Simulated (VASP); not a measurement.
# Ni(100) in VASP

Wanted: what it costs to take an electron out of Ni(100), held as cut.

Main program and level: VASP 6.6.1; PBE, spin-polarised from a ferromagnetic start; plane waves and PAW (Ni).

Report form: the programs' logs are mostly left out.

**1. The starting structure**

The cell holds 7 atoms: 7 Ni. Cell: a = 2.489 Å, b = 2.489 Å, c = 28.560 Å, α = 90.0°, β = 90.0°, γ = 90.0°. Vacuum lies along c.

Coordinates:

```xyz
7
Lattice="2.4890 0.0000 0.0000 0.0000 2.4890 0.0000 0.0000 0.0000 28.5600" Properties=species:S:1:pos:R:3
Ni    0.0000    0.0000    9.0000
Ni    1.2445    1.2445   10.7600
Ni    0.0000    0.0000   12.5200
Ni    1.2445    1.2445   14.2800
Ni    0.0000    0.0000   16.0400
Ni    1.2445    1.2445   17.8000
Ni    0.0000    0.0000   19.5600
```

**2. Vacuum level and density of states**

A static run writes the electrostatic potential without exchange and correlation (LVHAR), which is flat in the vacuum and gives the level to count from. The dipole correction cancels the field that unlike faces would set up across the vacuum.

The input, INCAR:

```
SYSTEM = Ni
PREC = Normal
ENCUT = 300
EDIFF = 1E-06
NELM = 120
ISMEAR = -1
SIGMA = 0.1
LREAL = .FALSE.
ALGO = Fast
GGA = PE
NBANDS = 62
ISPIN = 2
MAGMOM = 1 1 1 1 1 1 1
LASPH = .TRUE.
LMAXMIX = 4
LORBIT = 11
LWAVE = .FALSE.
LCHARG = .TRUE.
IDIPOL = 3
LDIPOL = .TRUE.
DIPOL = 0.5 0.5 0.5
LVHAR = .TRUE.
LVACPOTAV = .TRUE.
LELF = .TRUE.
NEDOS = 1500
```

The input, POSCAR:

```
Ni
1.0
    2.4890158698      0.0000000000      0.0000000000
    0.0000000000      2.4890158698      0.0000000000
    0.0000000000      0.0000000000     28.5600000000
Ni
7
Direct
    0.0000000000      0.0000000000      0.3151260504
    0.5000000000      0.5000000000      0.3767507003
    0.0000000000      0.0000000000      0.4383753501
    0.5000000000      0.5000000000      0.5000000000
    0.0000000000      0.0000000000      0.5616246499
    0.5000000000      0.5000000000      0.6232492997
    0.0000000000      0.0000000000      0.6848739496
```

The input, KPOINTS:

```
Automatic mesh
0
Gamma
20 20 1
0 0 0
```

The input, KPOINTS_OPT:

```
Line mode
14
Line-mode
Reciprocal
  0.50000000   0.50000000   0.00000000 M
  0.00000000   0.00000000   0.00000000 GAMMA

  0.00000000   0.00000000   0.00000000 GAMMA
  0.00000000   0.50000000   0.00000000 X

  0.00000000   0.50000000   0.00000000 X
  0.50000000   0.50000000   0.00000000 M
```

The projector-augmented-wave data sets are Ni (PBE family, release 64).

The run is started by

```
> mpirun -np 2 vasp_std
```

The job ended after 16 min (2 MPI ranks of AMD EPYC 7R43, shared host; peak memory 0.82 GiB).

The magnetic state follows from one typed start and may not be the lowest. With spin, VASP writes an ELF for each channel.

Numbers from this step:

| Item | Value |
| --- | --- |
| electronic cycles | 42 |
| electrons | 70 |
| free energy (TOTEN) | -36.83 eV |
| energy at zero smearing | -36.63 eV |
| Fermi energy | 1.306 eV |
| moment of the cell, from the last line of the log | 4.560 μB |
| labelled metallic, from the levels on this mesh | yes |
| DOS at the Fermi level | 12.31 states/eV/cell |
| dipole moment | 0, 0, 0 e·Å |
| vacuum levels | 6.198, 6.198 eV |
| work functions of the upper and lower face | 4.892, 4.892 eV |

Spin moment in the PAW sphere by atom:

```tsv
atom	spin moment in the PAW sphere (μB)
Ni1	0.735
Ni2	0.648
Ni3	0.638
Ni4	0.619
Ni5	0.638
Ni6	0.648
Ni7	0.735
```

Spin up. Electronic bands along the path, in eV, zero at the Fermi level; # counts the bands kept:

```tsv
point	#34	#35	#36	#37	#38	#39	#40	#41
M	-0.19	-0.19	2.94	2.94	4.15	4.15	5.70	5.70
0.54 of the way	-0.94	-0.78	-0.73	-0.52	-0.32	0.39	1.47	2.97
Γ	-0.68	-0.67	-0.67	-0.59	-0.55	-0.50	-0.50	-0.35
0.54 of the way	-0.88	-0.70	-0.68	-0.66	-0.56	-0.56	0.39	1.94
X	-0.65	-0.60	0.09	0.37	0.69	0.82	0.95	0.99
0.46 of the way	-0.60	-0.53	1.57	1.59	2.05	2.05	2.64	2.74
M	-0.19	-0.19	2.94	2.94	4.15	4.15	5.70	5.70
```

The density of states has structure finer than the step of the table below, so its rows give means over 1 eV, whole bins alone (the curve runs from -10.1 to 7.92 eV). Peaks (eV: height): total up -2.2: 10.9, -0.7: 12.8; total down 0.1: 11.1; Ni s up -4.5: 0.514, 1.1: 0.123, 6.7: 0.270; Ni s down -4.1: 0.488, 1.6: 0.106, 5.2: 0.159, 7.0: 0.293; Ni p up -2.6: 0.432, 2.9: 0.379, 5.4: 0.328, 6.5: 0.301.

Means over bins of 0.079 eV. The density of states by energy, zero at the Fermi level; means over each step; 7 of 8 lines; values in states/eV/cell:

```tsv
energy (eV)	total up	total down	Ni s up	Ni s down	Ni p up	Ni p down	Ni d up
-9	0.0337	0.0373	0.0236	0.0261	7.8e-4	9.1e-4	0
-8	0.202	0.205	0.132	0.134	0.0131	0.0136	0.00128
-7	0.357	0.353	0.207	0.205	0.0411	0.0415	0.0121
-6	0.554	0.516	0.267	0.256	0.0836	0.0813	0.0608
-5	1.44	0.918	0.403	0.336	0.165	0.148	0.596
-4	5.03	2.78	0.389	0.435	0.289	0.242	3.78
-3	6.90	5.41	0.0746	0.175	0.378	0.346	5.91
-2	9.70	7.87	0.0762	0.0653	0.311	0.441	8.81
-1	11.3	9.44	0.0705	0.0651	0.151	0.254	10.7
0	2.37	9.35	0.101	0.0657	0.154	0.144	1.96
1	1.07	1.60	0.112	0.0922	0.244	0.188	0.507
2	1.00	1.12	0.100	0.0943	0.300	0.269	0.362
3	0.926	1.03	0.0729	0.0757	0.333	0.322	0.270
4	0.787	0.815	0.0557	0.0490	0.296	0.286	0.203
5	1.16	1.12	0.154	0.126	0.275	0.264	0.228
6	1.20	1.17	0.147	0.117	0.243	0.240	0.212
7	1.47	1.55	0.208	0.233	0.276	0.267	0.280
```

The planar average of the electrostatic potential oscillates, so the rows of the table below give means over windows of 1.81 Å about each position, cut where the curve ends. Its maxima inside the range that stand out by 2 % of the span (Å: eV): 9.9: -1.98, 11.7: -2.14, 13.4: -2.12, 15.2: -2.12, 16.9: -2.14, 18.7: -1.98. Its minima: 9.0: -17.2, 10.8: -17.5, 12.5: -17.3, 14.3: -17.5, 16.1: -17.3, 17.8: -17.5, 19.6: -17.2.

Zero at the Fermi level. The planar average of the electrostatic potential by height; means over each step:

height (Å), planar average of the electrostatic potential (eV) and a bar from the least value:
```
     0.91        4.9 ##############################
     2.71        4.9 ##############################
     4.52        4.9 ##############################
     6.33        4.8 ##############################
     8.14       -3.1 #############
     9.95       -9.5 
    11.76       -9.5 
    13.57       -9.5 
    15.38       -9.5 
    17.20       -9.5 
    19.00       -9.3 #
    20.81        1.3 #######################
    22.62        4.9 ##############################
    24.43        4.9 ##############################
    26.24        4.9 ##############################
    28.05        4.9 ##############################
```

Density of states in the PAW spheres, an atom over height of the layer and energy from the Fermi level.

Values in states/eV, 22 rows by 7 columns, each cell a mean:
```
1.04 0.98 0.98 0.93 0.98 0.98 1.04
1.93 1.57 1.56 1.63 1.56 1.57 1.93
2.69 1.99 1.99 1.97 1.99 1.99 2.69
3.54 2.82 2.73 2.82 2.73 2.82 3.54
3.53 2.48 2.42 2.45 2.42 2.48 3.53
2.94 2.32 2.51 2.49 2.51 2.32 2.94
2.44 2.20 2.40 2.39 2.40 2.20 2.44
1.97 2.19 2.40 2.35 2.40 2.19 1.97
1.42 1.85 1.87 1.90 1.87 1.85 1.42
1.15 1.86 1.64 1.60 1.64 1.86 1.15
0.86 1.70 1.40 1.43 1.40 1.70 0.86
0.60 1.36 1.24 1.18 1.24 1.36 0.60
0.36 0.79 0.86 0.85 0.86 0.79 0.36
0.21 0.41 0.50 0.51 0.50 0.41 0.21
0.13 0.22 0.27 0.25 0.27 0.22 0.13
0.11 0.17 0.18 0.17 0.18 0.17 0.11
0.08 0.14 0.14 0.14 0.14 0.14 0.08
0.06 0.11 0.10 0.11 0.10 0.11 0.06
0.06 0.11 0.10 0.11 0.10 0.11 0.06
0.04 0.09 0.08 0.08 0.08 0.09 0.04
0.03 0.07 0.07 0.06 0.07 0.07 0.03
0.02 0.06 0.07 0.05 0.07 0.06 0.02
```
Columns: height of the layer (Å) from 9 to 19.6; rows upwards: energy from the Fermi level (eV) from -7.9 to 0.5.

Spin down. Electronic bands along the path, in eV, zero at the Fermi level; # counts the bands kept:

```tsv
point	#29	#30	#31	#32	#33	#34	#35	#36
M	0.37	0.37	0.39	0.40	0.40	0.67	0.67	2.98
0.54 of the way	-0.75	-0.60	-0.58	-0.57	-0.31	-0.21	-0.10	0.13
Γ	-0.50	-0.33	-0.20	-0.16	-0.15	-0.15	0.00	0.19
0.54 of the way	-0.50	-0.44	-0.44	-0.37	-0.28	-0.11	-0.09	0.09
X	-0.29	-0.12	-0.01	0.10	0.12	0.13	0.13	0.19
0.46 of the way	-0.19	-0.17	0.14	0.16	0.16	0.19	0.27	1.98
M	0.37	0.37	0.39	0.40	0.40	0.67	0.67	2.98
```

Force by atom:

```tsv
atom	x (eV/Å)	y (eV/Å)	z (eV/Å)	size
Ni1	0.000	0.000	0.319	0.319
Ni2	0.000	0.000	-0.352	0.352
Ni3	0.000	0.000	0.022	0.022
Ni4	0.000	0.000	0.000	0.000
Ni5	0.000	0.000	-0.022	0.022
Ni6	0.000	0.000	0.352	0.352
Ni7	0.000	0.000	-0.319	0.319
```

Spin density in the ca plane at fractional y = 0.000, with atoms of Ni within 0.2 Å of it.

Ten even steps from '0' (0.0 e/Å³) to '9' (1.2 e/Å³), each cell a mean:
```
27720000003751000001573000000277200000000000
02200000001220000000221000000022000000000000
00000000000000000000000000000000000000000000
00000000000000000000000000000000000000000000
00000000000000000000000000000000000000000000
01100000000110000000110000000011000000000000
15510000002640000000462000000155100000000000
39920000004961000001694000000299300000000000
```
Columns run along c (16.0 Å, from fractional 0.30 to 0.86 of the cell), rows up along a (2.5 Å). Atoms in or near the plane, at fractional coordinates: Ni at (0.32, 0.00), Ni at (0.44, 0.00), Ni at (0.56, 0.00), Ni at (0.68, 0.00).

Valence density in the ca plane at fractional y = 0.000, with atoms of Ni within 0.2 Å of it. It is the smooth field of the valence electrons, not physical close to the nuclei.

Ten steps, logarithmic in the rise over the least value, from '0' (0 e/Å³) to '9' (12 e/Å³), each cell a mean:
```
79963212247985221225897422123699721000000000
57642222235764222224675322222467521000000000
23332222223332222222333222222333210000000000
22222222222222222222222222222222210000000000
23322222222322222222232222222233210000000000
35532222234553222223554322222355320000000000
68863222247885222225887422223688621000000000
79973211248996221226998421123799731000000000
```
Columns run along c (16.0 Å, from fractional 0.30 to 0.86 of the cell), rows up along a (2.5 Å). Atoms in or near the plane, at fractional coordinates: Ni at (0.32, 0.00), Ni at (0.44, 0.00), Ni at (0.56, 0.00), Ni at (0.68, 0.00).

ELF of down spins in the ca plane at fractional y = 0.000, with atoms of Ni within 0.2 Å of it. It is the smooth field of the valence electrons, not physical close to the nuclei.

Values, 5 rows by 16 columns, each cell a mean:
```
0.05 0.18 0.27 0.16 0.06 0.25 0.25 0.05 0.17 0.27 0.16 0.05 0.12 0.05 0.04 0.00
0.21 0.27 0.29 0.27 0.21 0.31 0.31 0.21 0.28 0.29 0.26 0.21 0.17 0.05 0.14 0.00
0.29 0.32 0.30 0.33 0.29 0.33 0.33 0.29 0.33 0.30 0.31 0.29 0.22 0.05 0.10 0.00
0.13 0.23 0.29 0.22 0.14 0.29 0.28 0.13 0.23 0.29 0.22 0.13 0.14 0.05 0.08 0.00
0.02 0.16 0.25 0.14 0.04 0.24 0.23 0.03 0.15 0.25 0.14 0.03 0.12 0.06 0.02 0.00
```
Columns run along c (16.0 Å, from fractional 0.30 to 0.86 of the cell), rows up along a (2.5 Å). Atoms in or near the plane, at fractional coordinates: Ni at (0.32, 0.00), Ni at (0.44, 0.00), Ni at (0.56, 0.00), Ni at (0.68, 0.00).

Only the dipole across the slab is computed (IDIPOL = 3); zeros along the plane are no results.

The map of layer states is cut here 0.5 eV above the Fermi level, so it leaves out the states above that.

The vacuum level lies 4.89 eV above the Fermi level at the upper face; both faces agree, as the slab has next to no dipole.

The program found no field-free point at its default tolerance, and its printed vacuum level lies off the flat part of the planar average, by -0.01 eV at the upper face; the levels here are read from the flat part.

On this mesh the fine structure of the density of states is sampling noise, and high empty states may be cut by the number of bands.

**3. The slab in a field, field -0.05**

A field across the slab, with the atoms held, gives the electronic response: the dipole changes linearly with the field, and the energy has a linear term from the slab's own dipole and a quadratic one from its polarisability.

The input, INCAR:

```
SYSTEM = Ni
PREC = Normal
ENCUT = 300
EDIFF = 1E-06
NELM = 120
ISMEAR = -1
SIGMA = 0.1
LREAL = .FALSE.
ALGO = Fast
GGA = PE
NBANDS = 51
ISPIN = 2
MAGMOM = 1 1 1 1 1 1 1
LASPH = .TRUE.
LMAXMIX = 4
LORBIT = 11
LWAVE = .FALSE.
LCHARG = .FALSE.
KPAR = 2
IDIPOL = 3
LDIPOL = .TRUE.
DIPOL = 0.5 0.5 0.5
EFIELD = -0.05
LVHAR = .TRUE.
```

POSCAR is that of step 2.

KPOINTS is that of step 2.

The run is started by

```
> mpirun -np 2 vasp_std
```

Wall time 17 min (2 MPI ranks); peak memory 0.74 GiB.

The run was stopped at its time limit, so it gives no result of its own.

**4. The slab in a field, field 0.05**

Changes to INCAR since step 3:

```diff
@@ -22,3 +22,3 @@
 DIPOL = 0.5 0.5 0.5
-EFIELD = -0.05
+EFIELD = 0.05
 LVHAR = .TRUE.
```

POSCAR is that of step 3.

KPOINTS is that of step 3.

The run is started by

```
> mpirun -np 2 vasp_std
```

Wall time 17 min (2 MPI ranks); peak memory 0.73 GiB.

The run was stopped at its time limit, so it gives no result of its own.

**5. The slab in a field, field 0.1**

Changes to INCAR since step 4:

```diff
@@ -22,3 +22,3 @@
 DIPOL = 0.5 0.5 0.5
-EFIELD = 0.05
+EFIELD = 0.1
 LVHAR = .TRUE.
```

POSCAR is that of step 4.

KPOINTS is that of step 4.

The run is started by

```
> mpirun -np 2 vasp_std
```

It took 85 s on 2 MPI ranks.

The run was stopped at its time limit, so it gives no result of its own.

**6. Derived quantities**

This step: slab, PBE; plane waves and PAW (VASP 6.6.1).

This step runs nothing: it gathers the runs above.

**7. Outcome**

```
work function of the slab : 4.89 eV
```

**Reading.** The work function is 4.89 eV at both faces. The largest moment is 0.73 μB. No atom was relaxed. The cell in the plane was kept as given and was not relaxed here.

[Lines on the potential files, build, host, timing and source positions are cut from VASP's logs without a mark.]

[Logs are printed without paths, hosts, clocks, repeated set-up lines and the standing remarks that a program may print on its own settings, such as how far it seeks lower states.]

[Hosts, paths, dates, database ids (printed as entryN), source tags and the programs' standing remarks are cut or masked in the printed files.]

[In band tables of VASP the shares of atoms and orbitals are scaled to a sum of 1 inside the atoms' spheres.]

[Runs that stopped without an error message from VASP are left out.]
